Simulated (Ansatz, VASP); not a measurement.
## SiC159 (undercooled, nearly rigid carbon at 4800 K) in two plane-wave programs

Wanted: the spread between two codes on one cell, functional and k mesh. Of the first pair: The structure shown is the start of the Ansatz relaxation below; VASP solves that cell, so the two are compared at the walk's first step.

Main program and level: Ansatz 0.2.0; plane waves, with VASP 6.6.1 beside it; PBE.

## 1. The structure

The cell holds 160 atoms: 159 C and 1 Si. Cell: a = 12.112 Å, b = 12.112 Å, c = 12.112 Å, α = 90.0°, β = 90.0°, γ = 90.0°. It derives from C (undercooled, nearly rigid carbon at 4800 K). As first built, before any earlier steps moved the atoms or strained the cell (in the runner's words): 160 atoms (160 C) placed at random at 1.8 g/cm^3, melted at 5500 K for 10 ps at fixed volume with the LCBOP (Los and Fasolino, Phys. Rev. B 68, 024107 (2003)). Snapshot at the end of a hold of 5 ps at 4800 K and fixed volume. Nearest the centre at fractional (0.154, 0.292, 0.403): Si160 at 0.00 Å, C26 at 1.42 Å, C115 at 1.47 Å, C21 at 1.54 Å, C70 at 2.42 Å, C31 at 2.43 Å, C103 at 2.47 Å, C36 at 2.51 Å.

## 2. Ansatz: relaxation, PBE

Ansatz runs on its default PAW (the set named soft_2) files.

The two programs are compared at the cell with which this relaxation starts, whose forces are those of its first step.

Input file input.yaml:

```yaml
crystal:
  lattice:
    - [12.1119, 0.0, 0.0]
    - [0.0, 12.1119, 0.0]
    - [0.0, 0.0, 12.1119]
  atoms:
    - { symbol: C, position: [0.63714, 0.89831, 0.48642] }
    - { symbol: C, position: [0.85764, 0.63343, 0.80622] }
[... 3 atom lines left out ...]
    - { symbol: C, position: [0.7798, 0.0257, 0.55693] }
[... 2 atom lines left out ...]
    - { symbol: C, position: [0.83175, 0.17141, 0.86046] }
[... 3 atom lines left out ...]
    - { symbol: C, position: [0.03864, 0.24592, 0.85393] }
    - { symbol: C, position: [0.24913, 0.00483, 0.49152] }
[... 5 atom lines left out ...]
    - { symbol: C, position: [0.32593, 0.99905, 0.83707] }
    - { symbol: C, position: [0.13377, 0.60631, 0.56582] }
    - { symbol: C, position: [0.05249, 0.35804, 0.36304] }
[... 3 atom lines left out ...]
    - { symbol: C, position: [0.00178, 0.3621, 0.85091] }
[... 1 atom line left out ...]
    - { symbol: C, position: [0.54424, 0.95207, 0.00399] }
[... 2 atom lines left out ...]
    - { symbol: C, position: [0.57153, 0.40688, 0.49852] }
[... 4 atom lines left out ...]
    - { symbol: C, position: [0.23678, 0.4482, 0.00769] }
[... 3 atom lines left out ...]
    - { symbol: C, position: [0.05483, 0.75461, 0.46726] }
[... 2 atom lines left out ...]
    - { symbol: C, position: [0.42621, 0.49816, 0.85807] }
    - { symbol: C, position: [0.26894, 0.93213, 0.41947] }
    - { symbol: C, position: [0.24113, 0.64039, 0.17545] }
[... 8 atom lines left out ...]
    - { symbol: C, position: [0.44812, 0.58977, 0.19407] }
[... 3 atom lines left out ...]
    - { symbol: C, position: [0.72911, 0.85784, 0.22711] }
[... 1 atom line left out ...]
    - { symbol: C, position: [0.05085, 0.83991, 0.532] }
    - { symbol: C, position: [0.11721, 0.35581, 0.15467] }
[... 5 atom lines left out ...]
    - { symbol: C, position: [0.86257, 0.74873, 0.12861] }
    - { symbol: C, position: [0.98801, 0.4195, 0.4299] }
[... 1 atom line left out ...]
    - { symbol: C, position: [0.38702, 0.88999, 0.26617] }
[... 6 atom lines left out ...]
    - { symbol: C, position: [0.48805, 0.74314, 0.88431] }
    - { symbol: C, position: [0.81034, 0.38914, 0.51003] }
[... 2 atom lines left out ...]
    - { symbol: C, position: [0.8498, 0.13137, 0.05989] }
[... 12 atom lines left out ...]
    - { symbol: C, position: [0.65716, 0.92421, 0.16405] }
[... 2 atom lines left out ...]
    - { symbol: C, position: [0.44143, 0.17984, 0.03219] }
[... 2 atom lines left out ...]
    - { symbol: C, position: [0.3448, 0.88915, 0.77692] }
[... 2 atom lines left out ...]
    - { symbol: C, position: [0.44154, 0.80813, 0.78882] }
    - { symbol: C, position: [0.28733, 0.20035, 0.52728] }
    - { symbol: C, position: [0.37656, 0.21136, 0.61236] }
    - { symbol: C, position: [0.15915, 0.49341, 0.58589] }
[... 4 atom lines left out ...]
    - { symbol: C, position: [0.48506, 0.91806, 0.34126] }
[... 2 atom lines left out ...]
    - { symbol: C, position: [0.12088, 0.86778, 0.96769] }
    - { symbol: C, position: [0.08598, 0.92246, 0.5932] }
    - { symbol: C, position: [0.23141, 0.22471, 0.33918] }
    - { symbol: C, position: [0.91211, 0.46886, 0.49542] }
    - { symbol: C, position: [0.809, 0.32697, 0.60483] }
    - { symbol: C, position: [0.53146, 0.20646, 0.27934] }
[... 5 atom lines left out ...]
    - { symbol: C, position: [0.21537, 0.68492, 0.58692] }
    - { symbol: C, position: [0.17365, 0.25997, 0.15804] }
[... 11 atom lines left out ...]
    - { symbol: C, position: [0.60411, 0.71305, 0.49434] }
[... 10 atom lines left out ...]
    - { symbol: C, position: [0.84734, 0.95617, 0.61478] }
[... 1 atom line left out ...]
    - { symbol: C, position: [0.91063, 0.85013, 0.31552] }
[... 8 atom lines left out ...]
    - { symbol: C, position: [0.66283, 0.57098, 0.73286] }
kpoints:
  mp_grid: { grid: [1, 1, 1] }
hamiltonian:
  xc: pbe
scf:
  occupations: { method: fermi_dirac, width: 0.025 }
output:
  forces: true
  eigenvalues: true
relax:
  f_tol: 0.05
  max_steps: 90
```

Run with:

```
$ ansatz run input.yaml --threads 4 --pin off --max-ram 8192MiB --backend cpu --events-out ev --progress --plain --runs-dir out
```

Numbers of over 12 decimals in the logs are rounded to 6 here.

The program printed:

```text
Engine: ansatz 0.2.0, aarch64-unknown-linux-gnu
Pseudopotentials: kind: paw
Pseudopotential: C, paw, valence charge 4, recommended cutoff 420 eV (normal), C.paw.azcp
Pseudopotential: Si, paw, valence charge 4, recommended cutoff 420 eV (normal), Si.paw.azcp
Functional definition: PBE
  parameter kappa = 0.804
  parameter beta = 0.066725
  exchange = pbe_x(kappa = kappa, mu = beta*pi^2/3)
  correlation = pbe_c(beta = beta)
Crystal: 160 atoms, lattice volume = 1776.793 Å³
Basis set: ecut = 420 eV, 34697 PW (Γ), exchange–correlation on 162×162×162 points (8 copies of the dense FFT grid, shifted against one another)
Bands: 480, of which v1, the nominal top of the filled ones, is band 320 counted from 1 (319 counted from 0)
Symmetry: 1 space group operations
Space group: P1 (ITA 1), of the structure as read, at distance tolerance 1.2e-4 Å
k-points: 1
Non-local potential: C, projectors of the file, l = 0: 2, l = 1: 2, l = 2: 1
Non-local potential: Si, projectors of the file, l = 0: 2, l = 1: 2, l = 2: 2
PAW form: soft (Blöchl's): semilocal exchange-correlation on the pseudo side does not see the compensation charge
PAW one-centre angular grid: C, 110 points (default); XC on 64 Gauss nodes
PAW one-centre angular grid: Si, 110 points (default); XC on 64 Gauss nodes
Initial density: superposition of atomic densities (neutral atoms: chi_scale 0, normalization atom), corrected by the library's trained network
Initial wavefunctions: pseudopotential atomic-orbital guess
Functional: x = pbe(κ = 0.804, μ = 0.219515), c = pbe(β = 0.066725)
SCF iter   1: F=—  HF=-40376.701070 eV  |F-HF|=—  |Δ(HF+E_count)|=         —  Δρ=1.44e-2  dr2=6.78e0  ethr=1.77e-3  ⟨swp⟩=6.0  Hψ=2124  notcnv=0  defer=101
preconditioner: auto → Resta (q_TF=auto, 2.301 Å⁻¹)  ε∞=3.8  [insulator: Δε(μ)=0.292 eV  Ē_g=13.416 eV  σ=0.025 eV  W_gap=0.99  n_scr=364 (ndim 8)  ℏωp=22.3 eV  f_vac=0.154  D(μ)=0.58/eV (n_scr^D=0)  ε∞_Penn≈3.8]
SCF iter   2: F=—  HF=-40376.023835 eV  |F-HF|=—  |Δ(HF+E_count)|=   6.77e-1  Δρ=1.04e-2  dr2=4.80e0  ethr=1.06e-3  ⟨swp⟩=3.0  Hψ=768  notcnv=0  defer=141
preconditioner: auto → LDOS  [insulator: Δε(μ)=0.129 eV  Ē_g=13.426 eV  σ=0.025 eV  W_gap=0.86  n_scr=364 (ndim 8)  ℏωp=22.3 eV  f_vac=0.154  D(μ)=11.86/eV (n_scr^D=32)  ε∞_Penn≈3.8  β→1.0]
SCF iter   3: F=—  HF=-40375.689665 eV  |F-HF|=—  |Δ(HF+E_count)|=   3.34e-1  Δρ=2.74e-3  dr2=1.70e-1  ethr=7.50e-4  ⟨swp⟩=2.0  Hψ=382  notcnv=0  defer=141
SCF iter   4: F=—  HF=-40375.698553 eV  |F-HF|=—  |Δ(HF+E_count)|=   8.89e-3  Δρ=1.46e-3  dr2=6.62e-2  ethr=2.66e-5  ⟨swp⟩=2.0  Hψ=653  notcnv=0  defer=141
SCF iter   5: F=—  HF=-40375.690776 eV  |F-HF|=—  |Δ(HF+E_count)|=   7.78e-3  Δρ=5.40e-4  dr2=7.66e-3  ethr=1.03e-5  ⟨swp⟩=2.0  Hψ=605  notcnv=0  defer=141
SCF iter   6: F=—  HF=-40375.693552 eV  |F-HF|=—  |Δ(HF+E_count)|=   2.78e-3  Δρ=2.14e-4  dr2=1.17e-3  ethr=1.20e-6  ⟨swp⟩=2.0  Hψ=758  notcnv=0  defer=141
SCF iter   7: F=—  HF=-40375.693547 eV  |F-HF|=—  |Δ(HF+E_count)|=   5.05e-6  Δρ=9.11e-5  dr2=1.75e-4  ethr=1.83e-7  ⟨swp⟩=2.0  Hψ=613  notcnv=0  defer=141
SCF iter   8: F=-40375.693559 eV  HF=-40375.693569 eV  |F-HF|=1.04e-5  |Δ(HF+E_count)|=   2.21e-5  Δρ=3.77e-5  dr2=2.73e-5  ethr=9.77e-9  ⟨swp⟩=20.0  Hψ=3185  notcnv=0
SCF 1 converged in 8 iterations: F = -40375.693559 eV  dr2 = 2.73e-5
  greatest PAW one-centre occupation: 0.823 electrons in one spin orbital (limit 2), on the Si atom at site 3 (counted from 0), in its partial waves of l = 0
relax step   1: F+E_penalty+E_count = -40375.69355855 eV  Δ(F+E_penalty+E_count) = +0.000e0 eV  max|allowed force component| = 2.058e1 eV/Å  Δτ_max = 0.0000 Å  (8 SCF iters, dr2 threshold 6.25e-5 eV, accepted)
Initial density: handed on by an earlier stage of this run
Initial wavefunctions: those handed on with the density
iter 1 solved again at ethr=4.90e-4 eV; its pass at ethr=3.10e-3 eV (dr2=3.14e0 eV) is discarded
SCF iter   1: F=—  HF=-40381.709444 eV  |F-HF|=—  |Δ(HF+E_count)|=         —  Δρ=1.17e-2  dr2=3.13e0  ethr=4.90e-4  ⟨swp⟩=1.0  Hψ=1598  notcnv=0  defer=141
preconditioner: auto → LDOS  [insulator: Δε(μ)=0.191 eV  Ē_g=13.350 eV  σ=0.025 eV  W_gap=0.96  n_scr=364 (ndim 8)  ℏωp=22.3 eV  f_vac=0.151  D(μ)=3.88/eV (n_scr^D=6)  ε∞_Penn≈3.8  β→1.0]
SCF iter   2: F=—  HF=-40381.488638 eV  |F-HF|=—  |Δ(HF+E_count)|=   2.21e-1  Δρ=7.33e-3  dr2=2.25e0  ethr=4.89e-4  ⟨swp⟩=6.0  Hψ=914  notcnv=0  defer=141
SCF iter   3: F=—  HF=-40380.973585 eV  |F-HF|=—  |Δ(HF+E_count)|=   5.15e-1  Δρ=1.11e-3  dr2=3.26e-2  ethr=3.51e-4  ⟨swp⟩=3.0  Hψ=583  notcnv=0  defer=141
SCF iter   4: F=—  HF=-40380.971171 eV  |F-HF|=—  |Δ(HF+E_count)|=   2.41e-3  Δρ=5.47e-4  dr2=7.74e-3  ethr=5.09e-6  ⟨swp⟩=2.0  Hψ=879  notcnv=0  defer=141
SCF iter   5: F=—  HF=-40380.969981 eV  |F-HF|=—  |Δ(HF+E_count)|=   1.19e-3  Δρ=1.43e-4  dr2=4.08e-4  ethr=1.21e-6  ⟨swp⟩=2.0  Hψ=647  notcnv=0  defer=141
[...]
- { symbol: C, position: [0.448620, 0.590397, 0.194143] }
    - { symbol: C, position: [0.231773, 0.086955, 0.563208] }
    - { symbol: C, position: [0.361849, 0.720458, 0.053110] }
    - { symbol: C, position: [0.489712, 0.389321, 0.085309] }
    - { symbol: C, position: [0.729829, 0.858623, 0.226827] }
    - { symbol: C, position: [0.027758, 0.644358, 0.518537] }
    - { symbol: C, position: [0.053246, 0.837583, 0.534006] }
    - { symbol: C, position: [0.114807, 0.357223, 0.150555] }
    - { symbol: C, position: [0.167035, 0.455589, 0.107952] }
    - { symbol: C, position: [0.755461, 0.735782, 0.207374] }
    - { symbol: C, position: [0.783071, 0.762713, 0.584935] }
    - { symbol: C, position: [0.531238, 0.409452, 0.209115] }
    - { symbol: C, position: [0.190588, 0.795864, 0.292097] }
    - { symbol: C, position: [0.863068, 0.748118, 0.128668] }
    - { symbol: C, position: [0.967477, 0.438003, 0.413681] }
    - { symbol: C, position: [0.042529, 0.020192, 0.642967] }
    - { symbol: C, position: [0.388678, 0.889944, 0.266687] }
    - { symbol: C, position: [0.193609, 0.396518, 0.573589] }
    - { symbol: C, position: [0.079450, 0.745889, 0.111257] }
    - { symbol: C, position: [0.638137, 0.891522, 0.051544] }
    - { symbol: C, position: [0.292060, 0.826192, 0.088809] }
    - { symbol: C, position: [0.613389, 0.589166, 0.846237] }
    - { symbol: C, position: [0.234880, 0.900438, 0.996559] }
    - { symbol: C, position: [0.489453, 0.743641, 0.885494] }
[...]
- { symbol: C, position: [0.539804, 0.513090, 0.907834] }
    - { symbol: C, position: [0.301530, 1.000630, 0.954904] }
    - { symbol: C, position: [0.530448, 0.460147, 0.00624962] }
    - { symbol: C, position: [0.285235, 0.860266, 0.331675] }
    - { symbol: C, position: [0.162488, 0.225707, 0.833893] }
    - { symbol: C, position: [0.710342, 0.768685, 0.894278] }
    - { symbol: C, position: [0.469189, 0.767249, 0.689608] }
    - { symbol: C, position: [0.661275, 0.571578, 0.733713] }
```

## 3. VASP: single point, PBE, start cell, pair 1

The same cell, functional, mesh and smearing now go to VASP, with its own data sets.

Lines of VASP's logs that name or quote its potential files are left out, and so is its time.

Input file INCAR:

```
SYSTEM = SiC159
PREC = Accurate
ENCUT = 520
EDIFF = 1E-06
NELM = 120
ISMEAR = -1
SIGMA = 0.025
LREAL = Auto
ALGO = Normal
GGA = PE
NBANDS = 432
LORBIT = 11
LWAVE = .FALSE.
LCHARG = .FALSE.
ISIF = 2
LASPH = .TRUE.
GGA_COMPAT = .FALSE.
EFERMI = MIDGAP
```

Input file POSCAR:

```
SiC159
1.0
   12.1119000000      0.0000000000      0.0000000000
    0.0000000000     12.1119000000      0.0000000000
    0.0000000000      0.0000000000     12.1119000000
C Si
159 1
Direct
    0.6371419843      0.8983066241      0.4864224440
    0.8576358788      0.6334266300      0.8062236313
[... 3 atom lines left out ...]
    0.8973984263      0.1109322237      0.2449904639
[... 2 atom lines left out ...]
    0.0243809807      0.3439675030      0.2392027675
[... 3 atom lines left out ...]
    0.2491268917      0.0048299606      0.4915166076
    0.1788736697      0.5506815611      0.1650360389
[... 5 atom lines left out ...]
    0.1337692682      0.6063127998      0.5658236941
    0.0524938284      0.3580363114      0.3630396552
    0.9185759460      0.5872901857      0.5379667930
[... 3 atom lines left out ...]
    0.2017932777      0.2996887359      0.5102997878
[... 1 atom line left out ...]
    0.8132167538      0.2217736276      0.6418976379
[... 2 atom lines left out ...]
    0.3287840884      0.1934461150      0.4030829185
[... 4 atom lines left out ...]
    0.2157134719      0.1971614693      0.2299391508
[... 3 atom lines left out ...]
    0.4894029838      0.2424475103      0.5857792749
[... 2 atom lines left out ...]
    0.2689421148      0.9321328611      0.4194717592
    0.2411264954      0.6403867271      0.1754472874
    0.3638405205      0.2046004343      0.7287295965
[... 8 atom lines left out ...]
    0.2280071665      0.0922728886      0.5603992767
[... 3 atom lines left out ...]
    0.0273862895      0.6431691147      0.5168305551
[... 1 atom line left out ...]
    0.1172070443      0.3558070988      0.1546660722
    0.1662166960      0.4542392193      0.1091488536
[... 5 atom lines left out ...]
    0.9880117901      0.4194965282      0.4298995203
    0.0406459763      0.0215573114      0.6425333763
[... 1 atom line left out ...]
    0.1841990109      0.3952806744      0.5718095427
[... 6 atom lines left out ...]
    0.8103435464      0.3891379552      0.5100273285
    0.8251636820      0.1406963400      0.5533896416
[... 2 atom lines left out ...]
    0.1947671298      0.1354783312      0.7688636795
[... 12 atom lines left out ...]
    0.8916107299      0.1376580058      0.3537595258
[... 2 atom lines left out ...]
    0.5626202330      0.3300060271      0.2876179625
[... 2 atom lines left out ...]
    0.5184405419      0.3571198573      0.5881818707
[... 2 atom lines left out ...]
    0.2873289905      0.2003484177      0.5272830852
    0.3765635449      0.2113623791      0.6123564428
    0.1591492664      0.4934073102      0.5858866074
    0.9416111428      0.2916470579      0.1878400581
[... 4 atom lines left out ...]
    0.1568622594      0.0634334828      0.6726607716
[... 2 atom lines left out ...]
    0.0859815553      0.9224564272      0.5932017272
    0.2314087798      0.2247128857      0.3391788241
    0.9121112295      0.4688612026      0.4954218578
    0.8089977625      0.3269676929      0.6048266581
    0.5314607948      0.2064581114      0.2793368505
    0.5364228569      0.1176363741      0.3760516517
[... 5 atom lines left out ...]
    0.1736474046      0.2599674700      0.1580429165
    0.7316110602      0.3696364732      0.4240787985
[... 11 atom lines left out ...]
    0.8936500466      0.1941066224      0.1549798132
[... 10 atom lines left out ...]
    0.4306673602      0.1699072813      0.3589197401
[... 1 atom line left out ...]
    0.8688479925      0.1569778482      0.4517210347
[... 8 atom lines left out ...]
    0.1537413618      0.2922415145      0.4033058397
```

Input file KPOINTS:

```
Automatic mesh
0
Gamma
1 1 1
0 0 0
```

PAW data sets: C and Si (PBE family, release 64).

Run with:

```
$ export OMP_NUM_THREADS=4
$ mpirun -np 1 vasp_gam
```

The program printed:

```text
[banner, memory and clock lines left out]
running    1 mpi-ranks, on    1 nodes
[...]
Offloading initialized ...    1 GPUs detected
[...]
LDA part: xc-table for (Slater+PW92), standard interpolation
 POSCAR, INCAR and KPOINTS ok, starting setup
[...]
entering main loop
       N       E                     dE             d eps       ncg     rms          rms(c)
DAV:   1     0.460132011195E+04    0.46013E+04   -0.35799E+05   864   0.143E+03
DAV:   2    -0.914669469546E+03   -0.55160E+04   -0.52166E+04  1104   0.329E+02
DAV:   3    -0.137955065532E+04   -0.46488E+03   -0.45073E+03  1024   0.955E+01
DAV:   4    -0.139560366479E+04   -0.16053E+02   -0.15911E+02  1096   0.187E+01
[...]
DAV:  19    -0.131279984638E+04    0.82060E-05   -0.95364E-06   944   0.524E-03    0.420E-03
DAV:  20    -0.131279984429E+04    0.20920E-05   -0.17784E-06   736   0.241E-03    0.235E-03
DAV:  21    -0.131279984399E+04    0.29600E-06   -0.55692E-07   608   0.143E-03
   1 F= -.13127998E+04 E0= -.13127934E+04  d E =-.129838E-01
```

From OUTCAR (step 3):

```text
  FREE ENERGIE OF THE ION-ELECTRON SYSTEM (eV)
  ---------------------------------------------------
  free  energy   TOTEN  =     -1312.7998439946 eV

  energy  without entropy=    -1312.7868601504  energy(sigma->0) =    -1312.79335207
```

The run ends at a pressure of -6.94 GPa, with forces up to 22 eV/Å.

[end of part 1 of 2]

[Lines on the potential files, build, host, timing and source positions are cut from VASP's logs without a mark.]

[Logs are printed without paths, hosts, clocks, repeated set-up lines and the standing remarks that a program may print on its own settings, such as how far it seeks lower states.]

[Hosts, paths, dates, database ids (printed as entryN), source tags and the programs' standing remarks are cut or masked in the printed files.]
